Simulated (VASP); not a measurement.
The system is Be3AsN.

```
Be As N
1.0
     3.53344    0.00000    0.00000
     0.00000    3.53344    0.00000
     0.00000    0.00000    3.53344
Be As N
3 1 1
Direct
  0.00000 0.50000 0.50000
  0.50000 0.00000 0.50000
  0.50000 0.50000 0.00000
  0.00000 0.00000 0.00000
  0.50000 0.50000 0.50000
```

The cell comes from a database or a generator and needn't be the stable form of this composition.

- Program: VASP 6.6.1
- Task: relaxation of cell and atoms
- Functional: PBE
- Potentials or basis: VASP PAW PBE potentials, release 64 (Be, As, N)
- Cutoff: 600 eV
- k mesh: 6 × 6 × 6
- Occupations: gaussian, width 0.1 eV
- Spin: no spin polarisation

At the start: pressure 11.6 GPa; volume 8.82 Å³/atom.

Question: Where does the relaxation end?

Answer: Over 3 steps the energy falls by 21.7 meV/atom and the volume is 9.46 Å³/atom (+7.2 %); space group Pm-3m (No. 221, to 0.05 Å).

The path:
| step | energy change (eV) | largest force (eV/Å) | pressure (GPa) | volume (Å³) |
| --- | --- | --- | --- | --- |
| 1 | 0.0000 | 0.0000 | 11.58 | 44.12 |
| 2 | -0.0985 | 0.0000 | -3.01 | 48.31 |
| 3 | -0.1084 | 0.0000 | 0.03 | 47.28 |

Final structure:
```
Be As N
1.0
     3.61593    0.00000    0.00000
     0.00000    3.61593    0.00000
     0.00000    0.00000    3.61593
Be As N
3 1 1
Direct
  0.00000 0.50000 0.50000
  0.50000 0.00000 0.50000
  0.50000 0.50000 0.00000
  0.00000 0.00000 0.00000
  0.50000 0.50000 0.50000
```
